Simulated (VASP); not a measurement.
All values below come from PBEsol GGA, VASP's PBE PAW potentials (set 64) (plane waves; VASP).

VASP ran on this input.

INCAR:
```
LREAL=.False.
NELM=100
ALGO=Normal
EDIFF=1E-5
EDIFFG=-0.03   # ionic stop
NELMIN=4
LCHARG=.False.
GGA=PS   # PBEsol
LASPH=.True.   # aspherical one-centre terms
LMAXMIX=6
NSW=50   # most ionic steps
ENCUT=400   # plane-wave cut-off (eV)
IBRION=2
ISMEAR=1
SYSTEM=Pt(100) slab
PREC=Normal
LWAVE=.True.
DIPOL=0.5 0.5 0.5
SIGMA=0.1
IDIPOL=3
ISIF=2   # forces and stress, cell fixed
LDIPOL=.True.
```

POSCAR:
```
Pt(100) slab
1
    2.7685590360     0.0000000000     0.0000000000
    0.0000000000     2.7685590360    -0.0000000000
   -0.0000000000    -0.0000000000    26.7281415846
Pt
6
Direct
  0.0000000000   0.5000000000   0.3168910000
  0.5000000000   0.0000000000   0.3901350000
  0.0000000000   0.5000000000   0.4633780000
  0.5000000000   0.0000000000   0.5366220000
  0.0000000000   0.5000000000   0.6098650000
  0.5000000000   0.0000000000   0.6831090000
```

**KPOINTS**
```
Automatic mesh
0
Gamma
10 10 1
0 0 0
```

POTCAR, in this order: Pt (PBE.64 set). Program: vasp_std.

The resulting files:

File OSZICAR:
```
       N       E                     dE             d eps       ncg     rms          rms(c)
DAV:   1     0.357605819785E+03    0.35761E+03   -0.24336E+04  1520   0.118E+03
DAV:   2    -0.208597246561E+02   -0.37847E+03   -0.36139E+03  1864   0.272E+02
DAV:   3    -0.414441216139E+02   -0.20584E+02   -0.18966E+02  1884   0.576E+01
DAV:   4    -0.423149500764E+02   -0.87083E+00   -0.82928E+00  1856   0.114E+01
DAV:   5    -0.423447602236E+02   -0.29810E-01   -0.29475E-01  1912   0.202E+00    0.291E+01
DAV:   6    -0.442503208549E+02   -0.19056E+01   -0.23480E+01  1708   0.322E+01    0.283E+01
DAV:   7    -0.451684114578E+02   -0.91809E+00   -0.52933E+01  1828   0.464E+01    0.206E+01
DAV:   8    -0.431842376659E+02    0.19842E+01   -0.23961E+01  1712   0.311E+01    0.152E+01
DAV:   9    -0.396877434726E+02    0.34965E+01   -0.10606E+01  1600   0.229E+01    0.409E+00
DAV:  10    -0.396237746132E+02    0.63969E-01   -0.90450E-01  1740   0.561E+00    0.280E+00
DAV:  11    -0.396053031872E+02    0.18471E-01   -0.80379E-02  1764   0.203E+00    0.128E+00
DAV:  12    -0.396050644550E+02    0.23873E-03   -0.33758E-02  1792   0.114E+00    0.945E-01
DAV:  13    -0.395994224914E+02    0.56420E-02   -0.24283E-02  1712   0.109E+00    0.370E-01
DAV:  14    -0.395985253749E+02    0.89712E-03   -0.37917E-03  1708   0.370E-01    0.711E-02
DAV:  15    -0.395985209500E+02    0.44248E-05   -0.27617E-04  1820   0.895E-02    0.853E-02
DAV:  16    -0.395984710332E+02    0.49917E-04   -0.13897E-04  1308   0.703E-02    0.315E-02
DAV:  17    -0.395984638339E+02    0.71993E-05   -0.15490E-05   956   0.229E-02
   1 F= -.39598464E+02 E0= -.39595769E+02  d E =-.395985E+02
       N       E                     dE             d eps       ncg     rms          rms(c)
DAV:   1    -0.396067657185E+02   -0.82947E-02   -0.57062E+00  1512   0.101E+01    0.609E-01
DAV:   2    -0.396664062989E+02   -0.59641E-01   -0.32377E-01  1680   0.324E+00    0.284E+00
DAV:   3    -0.396202128853E+02    0.46193E-01   -0.98515E-02  1688   0.177E+00    0.113E+00
DAV:   4    -0.396144376342E+02    0.57753E-02   -0.27636E-02  1724   0.113E+00    0.699E-01
DAV:   5    -0.396120588678E+02    0.23788E-02   -0.63079E-03  1628   0.559E-01    0.299E-01
DAV:   6    -0.396119791003E+02    0.79768E-04   -0.19801E-03  1724   0.275E-01    0.156E-01
DAV:   7    -0.396118437573E+02    0.13534E-03   -0.62242E-04  1676   0.179E-01    0.654E-02
DAV:   8    -0.396118191689E+02    0.24588E-04   -0.10709E-04  1592   0.529E-02    0.536E-02
DAV:   9    -0.396118182311E+02    0.93785E-06   -0.11800E-05   832   0.211E-02
   2 F= -.39611818E+02 E0= -.39609739E+02  d E =-.133544E-01
       N       E                     dE             d eps       ncg     rms          rms(c)
DAV:   1    -0.396123769409E+02   -0.55777E-03   -0.53076E-01  1512   0.308E+00    0.192E-01
DAV:   2    -0.396179864866E+02   -0.56095E-02   -0.27071E-02  1672   0.996E-01    0.875E-01
DAV:   3    -0.396136136729E+02    0.43728E-02   -0.73996E-03  1692   0.541E-01    0.352E-01
DAV:   4    -0.396129311297E+02    0.68254E-03   -0.24961E-03  1704   0.315E-01    0.151E-01
DAV:   5    -0.396128397593E+02    0.91370E-04   -0.52875E-04  1628   0.163E-01    0.610E-02
DAV:   6    -0.396128573806E+02   -0.17621E-04   -0.53965E-05  1556   0.393E-02    0.462E-02
DAV:   7    -0.396128416034E+02    0.15777E-04   -0.54268E-05  1400   0.479E-02    0.165E-02
DAV:   8    -0.396128407644E+02    0.83907E-06   -0.76252E-06   756   0.148E-02
   3 F= -.39612841E+02 E0= -.39610936E+02  d E =-.143769E-01
       N       E                     dE             d eps       ncg     rms          rms(c)
DAV:   1    -0.396128517769E+02   -0.10173E-04   -0.15785E-02  1512   0.531E-01    0.364E-02
DAV:   2    -0.396129370925E+02   -0.85316E-04   -0.46809E-04  1652   0.131E-01    0.106E-01
DAV:   3    -0.396128877431E+02    0.49349E-04   -0.62380E-05  1076   0.523E-02    0.595E-02
DAV:   4    -0.396128710111E+02    0.16732E-04   -0.68035E-05  1284   0.540E-02    0.295E-02
DAV:   5    -0.396128683263E+02    0.26848E-05   -0.17378E-05   784   0.299E-02
   4 F= -.39612868E+02 E0= -.39610993E+02  d E =-.144045E-01
       N       E                     dE             d eps       ncg     rms          rms(c)
DAV:   1    -0.396136351311E+02   -0.76412E-03   -0.10975E+00  1512   0.449E+00    0.242E-01
DAV:   2    -0.396164576379E+02   -0.28225E-02   -0.19965E-02  1660   0.834E-01    0.495E-01
DAV:   3    -0.396149190095E+02    0.15386E-02   -0.63163E-03  1676   0.501E-01    0.114E-01
DAV:   4    -0.396148325541E+02    0.86455E-04   -0.11238E-03  1616   0.181E-01    0.129E-01
DAV:   5    -0.396148469679E+02   -0.14414E-04   -0.81080E-04  1652   0.211E-01    0.821E-02
DAV:   6    -0.396147959005E+02    0.51067E-04   -0.15602E-04  1628   0.100E-01    0.442E-02
DAV:   7    -0.396147777495E+02    0.18151E-04   -0.77469E-05  1388   0.532E-02    0.895E-03
DAV:   8    -0.396147766709E+02    0.10786E-05   -0.68928E-06   756   0.161E-02
   5 F= -.39614777E+02 E0= -.39613172E+02  d E =-.190834E-02
       N       E                     dE             d eps       ncg     rms          rms(c)
DAV:   1    -0.396147905470E+02   -0.12797E-04   -0.34490E-02  1512   0.794E-01    0.449E-02
DAV:   2    -0.396148592510E+02   -0.68704E-04   -0.55055E-04  1656   0.138E-01    0.650E-02
DAV:   3    -0.396148460563E+02    0.13195E-04   -0.26268E-04  1436   0.103E-01    0.442E-02
DAV:   4    -0.396148341422E+02    0.11914E-04   -0.13177E-04  1360   0.690E-02    0.365E-02
DAV:   5    -0.396148293401E+02    0.48021E-05   -0.19159E-05   796   0.321E-02
   6 F= -.39614829E+02 E0= -.39613270E+02  d E =-.196101E-02
       N       E                     dE             d eps       ncg     rms          rms(c)
DAV:   1    -0.396152740527E+02   -0.43991E-03   -0.28166E-01  1512   0.227E+00    0.800E-02
DAV:   2    -0.396155870050E+02   -0.31295E-03   -0.31853E-03  1560   0.333E-01    0.580E-02
DAV:   3    -0.396155677001E+02    0.19305E-04   -0.25121E-04  1696   0.101E-01    0.503E-02
DAV:   4    -0.396155758953E+02   -0.81951E-05   -0.27825E-04  1616   0.103E-01    0.735E-02
DAV:   5    -0.396155790438E+02   -0.31486E-05   -0.35309E-04  1412   0.117E-01    0.610E-02
DAV:   6    -0.396155494666E+02    0.29577E-04   -0.71028E-05  1204   0.590E-02    0.165E-02
DAV:   7    -0.396155476338E+02    0.18328E-05   -0.15006E-05   812   0.230E-02
   7 F= -.39615548E+02 E0= -.39613943E+02  d E =-.718294E-03
       N       E                     dE             d eps       ncg     rms          rms(c)
DAV:   1    -0.396145322980E+02    0.10172E-02   -0.25350E+00  1512   0.679E+00    0.249E-01
DAV:   2    -0.396174240157E+02   -0.28917E-02   -0.29198E-02  1556   0.101E+00    0.165E-01
DAV:   3    -0.396177001393E+02   -0.27612E-03   -0.41809E-03  1676   0.431E-01    0.314E-01
DAV:   4    -0.396171459477E+02    0.55419E-03   -0.13984E-03  1720   0.241E-01    0.135E-01
DAV:   5    -0.396171231204E+02    0.22827E-04   -0.15054E-03  1644   0.256E-01    0.166E-01
DAV:   6    -0.396170186438E+02    0.10448E-03   -0.10610E-03  1668   0.192E-01    0.636E-02
DAV:   7    -0.396169883218E+02    0.30322E-04   -0.13652E-04  1572   0.812E-02    0.200E-02
DAV:   8    -0.396169841928E+02    0.41290E-05   -0.17536E-05   792   0.269E-02
   8 F= -.39616984E+02 E0= -.39615246E+02  d E =-.215485E-02
```

**OUTCAR**
```
------------------------ aborting loop because EDIFF is reached ----------------------------------------
  FORCE on cell =-STRESS in cart. coord.  units (eV):
  Direction    XX          YY          ZZ          XY          YZ          ZX
  --------------------------------------------------------------------------------------
  Total       -3.6832724     -3.6832724     -0.3713101      0.0000000     -0.0000000      0.0000000
  in kB      -28.8050131    -28.8050131     -2.9038289      0.0000000     -0.0000000      0.0000000
  external PRESSURE =     -20.1712850 kB  Pullay stress =       0.0000000 kB
  volume of cell :      204.87
      direct lattice vectors                 reciprocal lattice vectors
     2.768559036  0.000000000  0.000000000     0.361198727  0.000000000  0.000000000
     0.000000000  2.768559036  0.000000000     0.000000000  0.361198727  0.000000000
     0.000000000  0.000000000 26.728141585     0.000000000  0.000000000  0.037413750
 POSITION                                       TOTAL-FORCE (eV/Angst)
 -----------------------------------------------------------------------------------
      0.00000      1.38428      8.51519         0.000000      0.000000      0.022790
      1.38428      0.00000     10.42446        -0.000000      0.000000      0.007949
      2.76856      1.38428     12.38094         0.000000     -0.000000      0.022040
      1.38428      0.00000     14.34720        -0.000000      0.000000     -0.022040
      2.76856      1.38428     16.30368         0.000000     -0.000000     -0.007949
      1.38428      0.00000     18.21295         0.000000     -0.000000     -0.022790
 -----------------------------------------------------------------------------------
    total drift:                                0.000000      0.000000     -0.000000
  FREE ENERGIE OF THE ION-ELECTRON SYSTEM (eV)
  ---------------------------------------------------
  free  energy   TOTEN  =       -39.6169841928 eV

  energy  without entropy=      -39.6117689222  energy(sigma->0) =      -39.61524577

 reached required accuracy - stopping structural energy minimisation
```
(Selected blocks of OUTCAR.)

File CONTCAR:
```
Pt(100) slab
   1.00000000000000
     2.7685590360000001    0.0000000000000000    0.0000000000000000
     0.0000000000000000    2.7685590360000001    0.0000000000000000
     0.0000000000000000    0.0000000000000000   26.7281415845999994
  Pt
     6
Direct
     0.0000000000000000    0.5000000000000000    0.3185851833424167
     0.5000000000000000    0.0000000000000000    0.3900181405736084
     1.0000000000000000    0.5000000000000000    0.4632174380672899
     0.5000000000000000    0.0000000000000000    0.5367825619327100
     1.0000000000000000    0.5000000000000000    0.6099818594263915
     0.5000000000000000    0.0000000000000000    0.6814148166575835
```

The cell is a thin slab with vacuum, built from Pt (fcc): (100) face.
